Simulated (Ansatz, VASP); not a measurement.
# LiH42C24S2NO22F2: VASP beside Ansatz

One calculation is typed for both programs; each brings its own data sets. How far apart do they land? The structure shown is the start of the Ansatz relaxation below; VASP solves that cell, so the two are compared at the walk's first step.

Main program and level: Ansatz 0.2.0; plane waves, with VASP 6.6.1 beside it; single point at PBE with D3(BJ).

**1. Set-up**

The cell holds 94 atoms: 24 C, 22 O, 42 H, 1 N, 2 S, 2 F and 1 Li. Its edges and angles: a = 9.810 Å, b = 9.810 Å, c = 9.810 Å, α = 90.0°, β = 90.0°, γ = 90.0°.

**2. Ansatz: relaxation, PBE with D3(BJ)**

Ansatz runs on its default PAW (the set named soft_2) files.

The two programs are compared at the cell with which this relaxation starts, whose forces are those of its first step.

input.yaml reads:

```yaml
crystal:
  lattice:
    - [9.81011, 0.0, 0.0]
    - [0.0, 9.81011, 0.0]
    - [0.0, 0.0, 9.81011]
  atoms:
    - { symbol: C, position: [0.30366, 0.14952, 0.86542] }
    - { symbol: O, position: [0.25884, 0.09139, 0.74089] }
    - { symbol: C, position: [0.33605, 0.13171, 0.63038] }
    - { symbol: O, position: [0.29155, 0.12179, 0.51389] }
    - { symbol: O, position: [0.46564, 0.14543, 0.65767] }
    - { symbol: C, position: [0.54898, 0.15988, 0.54346] }
    - { symbol: C, position: [0.5296, 0.29147, 0.46547] }
    - { symbol: O, position: [0.49228, 0.39585, 0.55383] }
    - { symbol: C, position: [0.59559, 0.43926, 0.63085] }
    - { symbol: O, position: [0.71353, 0.40821, 0.61973] }
    - { symbol: O, position: [0.54463, 0.54329, 0.70772] }
    - { symbol: C, position: [0.64823, 0.62453, 0.75609] }
    - { symbol: C, position: [0.58278, 0.74172, 0.83194] }
    - { symbol: C, position: [0.51827, 0.84049, 0.73358] }
    - { symbol: H, position: [0.2234, 0.14322, 0.93623] }
    - { symbol: H, position: [0.39276, 0.08241, 0.89911] }
    - { symbol: H, position: [0.32469, 0.25439, 0.84346] }
    - { symbol: H, position: [0.53675, 0.07314, 0.47076] }
    - { symbol: H, position: [0.65981, 0.14702, 0.57956] }
    - { symbol: H, position: [0.62262, 0.3248, 0.41006] }
    - { symbol: H, position: [0.44127, 0.28404, 0.39735] }
    - { symbol: H, position: [0.71932, 0.57317, 0.82457] }
    - { symbol: H, position: [0.70195, 0.66719, 0.66959] }
    - { symbol: H, position: [0.50976, 0.70266, 0.89926] }
    - { symbol: H, position: [0.65027, 0.79934, 0.89327] }
    - { symbol: H, position: [0.45439, 0.91108, 0.77851] }
    - { symbol: H, position: [0.59591, 0.89296, 0.67178] }
    - { symbol: H, position: [0.459, 0.78933, 0.66204] }
    - { symbol: C, position: [0.86216, 0.5832, 0.33372] }
    - { symbol: O, position: [0.96839, 0.48635, 0.31483] }
    - { symbol: C, position: [0.04561, 0.45011, 0.42729] }
    - { symbol: O, position: [0.13385, 0.3576, 0.41642] }
    - { symbol: O, position: [0.02152, 0.52994, 0.53575] }
    - { symbol: C, position: [0.11721, 0.51228, 0.64457] }
    - { symbol: C, position: [0.21875, 0.64178, 0.65164] }
    - { symbol: O, position: [0.1358, 0.75411, 0.69377] }
    - { symbol: C, position: [0.08044, 0.82767, 0.59194] }
    - { symbol: O, position: [0.11266, 0.81464, 0.47327] }
    - { symbol: O, position: [0.99347, 0.90797, 0.65326] }
    - { symbol: C, position: [0.90724, 0.98248, 0.55597] }
    - { symbol: C, position: [0.95296, 0.13105, 0.56719] }
    - { symbol: C, position: [0.92295, 0.17117, 0.71146] }
    - { symbol: H, position: [0.91412, 0.67931, 0.36187] }
    - { symbol: H, position: [0.80925, 0.59776, 0.23759] }
    - { symbol: H, position: [0.78337, 0.55104, 0.40312] }
    - { symbol: H, position: [0.17185, 0.41355, 0.63171] }
    - { symbol: H, position: [0.05326, 0.50154, 0.73275] }
    - { symbol: H, position: [0.29409, 0.61939, 0.72747] }
    - { symbol: H, position: [0.27864, 0.65994, 0.55782] }
    - { symbol: H, position: [0.91587, 0.95312, 0.44306] }
    - { symbol: H, position: [0.80074, 0.97906, 0.58834] }
    - { symbol: H, position: [0.89528, 0.18908, 0.49164] }
    - { symbol: H, position: [0.06307, 0.1361, 0.55109] }
    - { symbol: H, position: [0.81298, 0.15537, 0.73737] }
    - { symbol: H, position: [0.95188, 0.27898, 0.73139] }
    - { symbol: H, position: [0.98434, 0.10533, 0.78215] }
    - { symbol: C, position: [0.38878, 0.44574, 0.06349] }
    - { symbol: O, position: [0.31404, 0.56082, 0.11382] }
    - { symbol: C, position: [0.19437, 0.56974, 0.04458] }
    - { symbol: O, position: [0.14291, 0.49474, 0.96256] }
    - { symbol: O, position: [0.14862, 0.69094, 0.08063] }
    - { symbol: C, position: [0.02045, 0.72069, 0.02054] }
    - { symbol: C, position: [0.00349, 0.87276, 0.02253] }
    - { symbol: O, position: [0.98823, 0.92322, 0.15543] }
    - { symbol: C, position: [0.95753, 0.05728, 0.1697] }
    - { symbol: O, position: [0.99147, 0.11686, 0.26955] }
    - { symbol: O, position: [0.89439, 0.10917, 0.05407] }
    - { symbol: C, position: [0.85473, 0.24737, 0.08963] }
    - { symbol: C, position: [0.77851, 0.32361, 0.98011] }
    - { symbol: C, position: [0.65352, 0.24344, 0.94621] }
    - { symbol: H, position: [0.33048, 0.35603, 0.08711] }
    - { symbol: H, position: [0.40892, 0.46074, 0.95878] }
[... 4 lines left out ...]
    - { symbol: H, position: [0.91271, 0.89354, 0.96314] }
    - { symbol: H, position: [0.94474, 0.3082, 0.11619] }
    - { symbol: H, position: [0.78945, 0.24133, 0.17202] }
    - { symbol: H, position: [0.84201, 0.34798, 0.89487] }
    - { symbol: H, position: [0.7547, 0.4246, 0.0193] }
    - { symbol: H, position: [0.68137, 0.13445, 0.93275] }
    - { symbol: H, position: [0.62066, 0.27871, 0.85006] }
    - { symbol: H, position: [0.57007, 0.24948, 0.01865] }
    - { symbol: "N", position: [0.34904, 0.81992, 0.2921] }
    - { symbol: S, position: [0.4904, 0.75445, 0.30813] }
    - { symbol: O, position: [0.57577, 0.79047, 0.42193] }
    - { symbol: O, position: [0.56477, 0.72014, 0.18658] }
    - { symbol: F, position: [0.44772, 0.60527, 0.35304] }
    - { symbol: S, position: [0.36937, 0.95413, 0.20366] }
    - { symbol: O, position: [0.25058, 0.04424, 0.20713] }
    - { symbol: O, position: [0.50486, 0.0175, 0.20645] }
    - { symbol: F, position: [0.35175, 0.90514, 0.04903] }
    - { symbol: Li, position: [0.1573, 0.15241, 0.34496] }
kpoints:
  mp_grid: { grid: [1, 1, 1] }
hamiltonian:
  xc: pbe
  dispersion: d3bj
scf:
  occupations: { method: fixed }
output:
  forces: true
relax:
  f_tol: 0.05
  max_steps: 150
  cell: {}
```

Command:

```
> ansatz run input.yaml --threads 4 --pin off --max-ram 8192MiB --backend cpu --events-out ev --progress --plain --runs-dir out
```

Numbers of over 12 decimals in the logs are rounded to 6 here.

The program printed:

```text
Engine: ansatz 0.2.0, aarch64-unknown-linux-gnu
Pseudopotentials: kind: paw
Pseudopotential: C, paw, valence charge 4, recommended cutoff 420 eV (normal), C.paw.azcp
Pseudopotential: O, paw, valence charge 6, recommended cutoff 420 eV (normal), O.paw.azcp
Pseudopotential: H, paw, valence charge 1, recommended cutoff 420 eV (normal), H.paw.azcp
Pseudopotential: N, paw, valence charge 5, recommended cutoff 420 eV (normal), N.paw.azcp
Pseudopotential: S, paw, valence charge 6, recommended cutoff 420 eV (normal), S.paw.azcp
Pseudopotential: F, paw, valence charge 7, recommended cutoff 420 eV (normal), F.paw.azcp
Pseudopotential: Li, paw, valence charge 3, recommended cutoff 420 eV (normal), Li.paw.azcp
Functional definition: PBE
  parameter kappa = 0.804
  parameter beta = 0.066725
  exchange = pbe_x(kappa = kappa, mu = beta*pi^2/3)
  correlation = pbe_c(beta = beta)
Crystal: 94 atoms, lattice volume = 944.108 Å³
Basis set: ecut = 420 eV, 18349 PW (Γ), exchange–correlation on 144×144×144 points (8 copies of the dense FFT grid, shifted against one another)
Bands: 246, of which v1, the nominal top of the filled ones, is band 152 counted from 1 (151 counted from 0)
Symmetry: 1 space group operations
Space group: P1 (ITA 1), of the structure as read, at distance tolerance 9.8e-5 Å
k-points: 1
Non-local potential: C, projectors of the file, l = 0: 2, l = 1: 2, l = 2: 1
Non-local potential: O, projectors of the file, l = 0: 2, l = 1: 2, l = 2: 1
Non-local potential: H, projectors of the file, l = 0: 2, l = 1: 1
Non-local potential: N, projectors of the file, l = 0: 2, l = 1: 2, l = 2: 1
Non-local potential: S, projectors of the file, l = 0: 2, l = 1: 2, l = 2: 2
Non-local potential: F, projectors of the file, l = 0: 2, l = 1: 2, l = 2: 1
Non-local potential: Li, projectors of the file, l = 0: 3, l = 1: 2, l = 2: 1
PAW form: soft (Blöchl's): semilocal exchange-correlation on the pseudo side does not see the compensation charge
PAW one-centre angular grid: C, 110 points (default); XC on 64 Gauss nodes
PAW one-centre angular grid: O, 110 points (default); XC on 64 Gauss nodes
PAW one-centre angular grid: H, 110 points (default); XC on 64 Gauss nodes
PAW one-centre angular grid: N, 110 points (default); XC on 64 Gauss nodes
PAW one-centre angular grid: S, 110 points (default); XC on 64 Gauss nodes
PAW one-centre angular grid: F, 110 points (default); XC on 64 Gauss nodes
PAW one-centre angular grid: Li, 110 points (default); XC on 64 Gauss nodes
Initial density: superposition of atomic densities (neutral atoms: chi_scale 0, normalization atom), corrected by the library's trained network
Initial wavefunctions: pseudopotential atomic-orbital guess
Functional: x = pbe(κ = 0.804, μ = 0.219515), c = pbe(β = 0.066725)
SCF iter   1: F=—  HF=-23177.482736 eV  |F-HF|=—  |Δ(HF+E_count)|=         —  Δρ=5.22e-3  dr2=3.60e-1  ethr=1.77e-3  ⟨swp⟩=4.0  Hψ=849  notcnv=0  defer=91
preconditioner: auto → Resta (q_TF=auto, 2.259 Å⁻¹)  ε∞=2.5  [insulator: Δε(μ)=4.249 eV  Ē_g=16.923 eV  n_scr=178 (ndim 8)  ℏωp=20.8 eV  f_vac=0.222  ε∞_Penn≈2.5]
SCF iter   2: F=—  HF=-23177.389638 eV  |F-HF|=—  |Δ(HF+E_count)|=   9.31e-2  Δρ=2.70e-3  dr2=8.33e-2  ethr=1.19e-4  ⟨swp⟩=2.0  Hψ=341  notcnv=0  defer=91
SCF iter   3: F=—  HF=-23177.382740 eV  |F-HF|=—  |Δ(HF+E_count)|=   6.90e-3  Δρ=1.65e-3  dr2=2.95e-2  ethr=2.74e-5  ⟨swp⟩=2.0  Hψ=303  notcnv=0  defer=41
automatic band count: iteration 3 solves 195 bands in place of 246: the levels show a gap, and the empty bands left out lie too high to hold charge; the band table lists the bands solved (type scf.n_extra_bands for more)
SCF iter   4: F=—  HF=-23177.376833 eV  |F-HF|=—  |Δ(HF+E_count)|=   5.91e-3  Δρ=5.92e-4  dr2=4.40e-3  ethr=9.72e-6  ⟨swp⟩=2.0  Hψ=336  notcnv=0  defer=41
SCF iter   5: F=—  HF=-23177.376009 eV  |F-HF|=—  |Δ(HF+E_count)|=   8.25e-4  Δρ=2.12e-4  dr2=5.24e-4  ethr=1.45e-6  ⟨swp⟩=2.0  Hψ=288  notcnv=0  defer=41
SCF iter   6: F=—  HF=-23177.375979 eV  |F-HF|=—  |Δ(HF+E_count)|=   2.97e-5  Δρ=1.28e-4  dr2=1.37e-4  ethr=1.72e-7  ⟨swp⟩=2.0  Hψ=304  notcnv=0  defer=40
SCF iter   7: F=—  HF=-23177.375941 eV  |F-HF|=—  |Δ(HF+E_count)|=   3.79e-5  Δρ=3.13e-5  dr2=8.41e-6  ethr=4.51e-8  ⟨swp⟩=2.0  Hψ=304  notcnv=0  defer=40
SCF iter   8: F=—  HF=-23177.377067 eV  |F-HF|=—  |Δ(HF+E_count)|=   1.13e-3  Δρ=1.60e-5  dr2=2.11e-6  ethr=2.77e-9  ⟨swp⟩=2.0  Hψ=347  notcnv=0  defer=39
SCF iter   9: F=—  HF=-23177.377067 eV  |F-HF|=—  |Δ(HF+E_count)|=   1.13e-7  Δρ=5.54e-6  dr2=2.55e-7  ethr=6.94e-10  ⟨swp⟩=2.0  Hψ=304  notcnv=0  defer=39
SCF iter  10: F=-23177.377067 eV  HF=-23177.377067 eV  |F-HF|=2.72e-9  |Δ(HF+E_count)|=   6.35e-8  Δρ=2.01e-6  dr2=3.71e-8  ethr=3.29e-11  ⟨swp⟩=5.0  Hψ=617  notcnv=0
SCF 1 converged in 10 iterations: F = -23177.377067 eV  dr2 = 3.71e-8
[...]
atom  87  O      0.01789692     0.00985150     0.03860659
  atom  88  O      0.02243796     0.00304853    -0.03216144
  atom  89  F     -0.01143498    -0.00127918    -0.00243539
  atom  90  S      0.00913469     0.00549290     0.00737687
  atom  91  O      0.01045858    -0.00705008     0.00324108
  atom  92  O     -0.01544883    -0.00068108    -0.00675253
  atom  93  F      0.00149883    -0.00065288    -0.00474840
  atom  94  Li    -0.00686921    -0.00244831    -0.00313542
  max |Σ_I F_I| component: 8.17e-6 eV/Å
--- Stress (GPa, compression-positive) ---
        0.036554      -0.000468      -0.013305
       -0.000469      -0.019639       0.017137
       -0.013305       0.017138       0.028835
  P = ⅓ Tr σ = 0.0152 GPa (0.152 kbar)
--- Relaxed structure (32 steps of the walk, 31 accepted, 3 SCFs on fresh bases) ---
  F+E_penalty+E_count = -23182.31414509 eV   max|allowed force component| = 4.460e-2 eV/Å   (the final SCF, on the basis selected at the relaxed cell)
  cell:  # Å, volume = 967.7078 Å³
    - [9.934113, -0.042811, -0.00785602]
    - [-0.042811, 9.723190, 0.246101]
    - [-0.00785602, 0.246101, 10.025008]
  atoms:
    - { symbol: C, position: [0.228573, 0.159784, 0.864744] }
    - { symbol: O, position: [0.199525, 0.099813, 0.738046] }
    - { symbol: C, position: [0.290165, 0.111053, 0.640391] }
    - { symbol: O, position: [0.268683, 0.063497, 0.531923] }
    - { symbol: O, position: [0.402277, 0.177336, 0.676037] }
    - { symbol: C, position: [0.509107, 0.194242, 0.577772] }
    - { symbol: C, position: [0.495907, 0.329093, 0.497045] }
    - { symbol: O, position: [0.478512, 0.441630, 0.583667] }
    - { symbol: C, position: [0.591208, 0.490174, 0.641137] }
    - { symbol: O, position: [0.705830, 0.455068, 0.618666] }
    - { symbol: O, position: [0.552179, 0.581335, 0.728282] }
    - { symbol: C, position: [0.660138, 0.656487, 0.791858] }
    - { symbol: C, position: [0.595316, 0.770343, 0.865896] }
    - { symbol: C, position: [0.528156, 0.878712, 0.773843] }
    - { symbol: H, position: [0.135275, 0.147220, 0.921566] }
    - { symbol: H, position: [0.311066, 0.105298, 0.916288] }
    - { symbol: H, position: [0.252275, 0.269442, 0.850225] }
    - { symbol: H, position: [0.508648, 0.107456, 0.512237] }
    - { symbol: H, position: [0.601317, 0.193527, 0.637449] }
    - { symbol: H, position: [0.585772, 0.345701, 0.434571] }
    - { symbol: H, position: [0.405751, 0.330982, 0.434267] }
    - { symbol: H, position: [0.714442, 0.583818, 0.859471] }
    - { symbol: H, position: [0.730020, 0.696031, 0.714018] }
    - { symbol: H, position: [0.522656, 0.726021, 0.938684] }
    - { symbol: H, position: [0.674135, 0.818265, 0.925613] }
    - { symbol: H, position: [0.483322, 0.958849, 0.832017] }
    - { symbol: H, position: [0.601510, 0.927895, 0.704581] }
    - { symbol: H, position: [0.448956, 0.833602, 0.712963] }
    - { symbol: C, position: [0.885341, 0.533285, 0.337509] }
    - { symbol: O, position: [0.985732, 0.425739, 0.327522] }
    - { symbol: C, position: [0.075690, 0.406808, 0.424522] }
    - { symbol: O, position: [0.165604, 0.321618, 0.417562] }
    - { symbol: O, position: [0.055442, 0.487918, 0.525906] }
    - { symbol: C, position: [0.155507, 0.492700, 0.630874] }
    - { symbol: C, position: [0.210233, 0.638109, 0.633798] }
    - { symbol: O, position: [0.104360, 0.730715, 0.668157] }
    - { symbol: C, position: [0.042080, 0.797274, 0.563392] }
    - { symbol: O, position: [0.076902, 0.798591, 0.447606] }
    - { symbol: O, position: [0.934661, 0.859651, 0.613570] }
    - { symbol: C, position: [0.854625, 0.942776, 0.518380] }
    - { symbol: C, position: [0.882626, 0.094793, 0.532182] }
    - { symbol: C, position: [0.867153, 0.141529, 0.674112] }
    - { symbol: H, position: [0.935131, 0.634183, 0.338430] }
    - { symbol: H, position: [0.823087, 0.525849, 0.248101] }
    - { symbol: H, position: [0.824225, 0.514804, 0.427450] }
    - { symbol: H, position: [0.237032, 0.421155, 0.612601] }
    - { symbol: H, position: [0.103437, 0.462274, 0.724279] }
    - { symbol: H, position: [0.286778, 0.643334, 0.712295] }
    - { symbol: H, position: [0.254557, 0.672325, 0.537632] }
    - { symbol: H, position: [0.876304, 0.911032, 0.417471] }
    - { symbol: H, position: [0.750004, 0.915551, 0.542951] }
    - { symbol: H, position: [0.812988, 0.150332, 0.463533] }
[...]
- { symbol: C, position: [0.405376, 0.453686, 0.047728] }
    - { symbol: O, position: [0.335663, 0.582731, 0.033397] }
    - { symbol: C, position: [0.204610, 0.573669, 0.00398556] }
    - { symbol: O, position: [0.140351, 0.468415, 0.987630] }
    - { symbol: O, position: [0.156585, 0.702303, -0.00468745] }
    - { symbol: C, position: [0.012384, 0.712656, -0.015190] }
    - { symbol: C, position: [-0.020723, 0.863032, -0.012869] }
    - { symbol: O, position: [1.029337, 0.911118, 0.112733] }
    - { symbol: C, position: [1.003564, 0.039309, 0.145379] }
    - { symbol: O, position: [1.052532, 0.086787, 0.245204] }
    - { symbol: O, position: [0.921787, 0.107175, 0.059833] }
    - { symbol: C, position: [0.889264, 0.247538, 0.095657] }
    - { symbol: C, position: [0.810232, 0.315814, 0.982211] }
    - { symbol: C, position: [0.675096, 0.246887, 0.955998] }
[...]
- { symbol: H, position: [0.870022, 0.876983, 0.980268] }
    - { symbol: H, position: [0.983634, 0.302298, 0.113802] }
    - { symbol: H, position: [0.830919, 0.238451, 0.188588] }
    - { symbol: H, position: [0.872512, 0.322102, 0.891674] }
    - { symbol: H, position: [0.795156, 0.422956, 0.00940986] }
    - { symbol: H, position: [0.687789, 0.139190, 0.931664] }
    - { symbol: H, position: [0.622344, 0.299758, 0.872372] }
    - { symbol: H, position: [0.610281, 0.247031, 0.044400] }
    - { symbol: N, position: [0.424686, 0.872199, 0.295475] }
    - { symbol: S, position: [0.527382, 0.746992, 0.320609] }
    - { symbol: O, position: [0.586544, 0.742614, 0.452074] }
    - { symbol: O, position: [0.610481, 0.716216, 0.208098] }
    - { symbol: F, position: [0.414567, 0.627220, 0.328749] }
    - { symbol: S, position: [0.475112, 1.015090, 0.236547] }
    - { symbol: O, position: [0.366456, 0.113916, 0.243070] }
    - { symbol: O, position: [0.608449, 0.060190, 0.273994] }
    - { symbol: F, position: [0.487006, 0.995065, 0.077284] }
    - { symbol: Li, position: [0.203164, 0.127991, 0.355404] }
```

In the SCF lines HF is the Harris–Foulkes energy and dr2 the Hartree energy of the density residual, in eV; the loop may stop once dr2 is under the threshold and the program's other checks hold. Hψ counts applications of the Hamiltonian.

[end of part 1 of 2]

[Lines on the potential files, build, host, timing and source positions are cut from VASP's logs without a mark.]

[Logs are printed without paths, hosts, clocks, repeated set-up lines and the standing remarks that a program may print on its own settings, such as how far it seeks lower states.]

[Hosts, paths, dates, database ids (printed as entryN), source tags and the programs' standing remarks are cut or masked in the printed files.]
